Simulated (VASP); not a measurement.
The system is Ta.

```
CELL_PARAMETERS angstrom
-1.66000 1.66000 1.66000
1.66000 -1.66000 1.66000
1.66000 1.66000 -1.66000
ATOMIC_POSITIONS crystal
Ta 0.00000 0.00000 0.00000
```

The cell was built by a generator and needn't be a form met in nature.

Base run:

* Program: VASP 6.6.1
* Functional: PBE
* Potentials or basis: VASP PAW PBE potentials, release 64 (Ta_pv)
* Cutoff: 520 eV
* k mesh: 32 × 32 × 32
* Occupations: methfessel-paxton, width 0.1 eV
* Spin: no spin polarisation

Its results: band gap on the k mesh none (metal or under the smearing width); pressure 0.0 GPa.

Problem. The run is repeated on the same cell with these changes: functional from PBE to PBEsol; k mesh from 32 × 32 × 32 to 22 × 22 × 22. What comes out?

Solution. Band gap on the k mesh none (metal or under the smearing width); pressure -6.7 GPa.

Several settings changed at once, so the effect can't be laid on one alone.

Caveats: the PAW data sets were made with another functional, which shifts forces and pressure a little (some runs).

Not every run made on this cell is shown here.
